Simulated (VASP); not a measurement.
An input for Quantum ESPRESSO's pw.x (written as the equivalent of a VASP run, and not itself run):

```
&CONTROL
  calculation = 'vc-relax'
  pseudo_dir = './pseudo'
  outdir = './out'
  tprnfor = .true.
  tstress = .true.
  nstep = 40
  forc_conv_thr = 0.00078
/
&SYSTEM
  ibrav = 0
  nat = 2
  ntyp = 2
  ecutwfc = 76
  occupations = 'smearing'
  smearing = 'gaussian'
  degauss = 0.003675
  input_dft = 'pbesol'
/
&ELECTRONS
  conv_thr = 7.3e-08
  electron_maxstep = 100
/
&IONS
/
&CELL
/
ATOMIC_SPECIES
  B 10.810 B.upf
  P 30.974 P.upf
CELL_PARAMETERS angstrom
     0.0000000    2.2609821    2.2609821
     2.2609821    0.0000000    2.2609821
     2.2609821    2.2609821    0.0000000
ATOMIC_POSITIONS crystal
  B    0.0000000  0.0000000  0.0000000
  P    0.2500000  0.2500000  0.2500000
K_POINTS automatic
  10 10 10 0 0 0
```

### Question
Write the VASP files for the same calculation (PBEsol).

### Answer
One answer among several that fit: 
### INCAR
```
SYSTEM = BP
PREC = Accurate; ENCUT = 620; LREAL = .False.
LASPH = .True.
EDIFF = 1E-6; NELM = 100; ALGO = Normal
ISMEAR = 0; SIGMA = 0.05
GGA = PS
IBRION = 2; NSW = 40; ISIF = 3
EDIFFG = -0.02
LWAVE = .False.; LCHARG = .False.
```

File KPOINTS:
```
K-points
0
gamma
 10 10 10
0 0 0
```

**POSCAR**
```
BP
1
    0.0000000000     2.2609820989     2.2609820989
    2.2609820989     0.0000000000     2.2609820989
    2.2609820989     2.2609820989     0.0000000000
B P
1 1
Direct
  0.0000000000   0.0000000000   0.0000000000
  0.2500000000   0.2500000000   0.2500000000
```

POTCAR, in this order: B P (PBE.64 set). Program: vasp_std.

The two are equivalent in intent, not identical: the potentials are each code's own (VASP's PAW set, PseudoDojo norm-conserving files in pw.x), so ENCUT and ecutwfc are chosen apart and not converted; conv_thr bounds pw.x's estimated SCF error, while EDIFF bounds the energy change between steps; forc_conv_thr acts on force components and is met together with etot_conv_thr.

The structure was generated: BP was put into the zinc blende type (F-43m), which need not be its known phase. It was relaxed first, which changed the volume by +8 %.
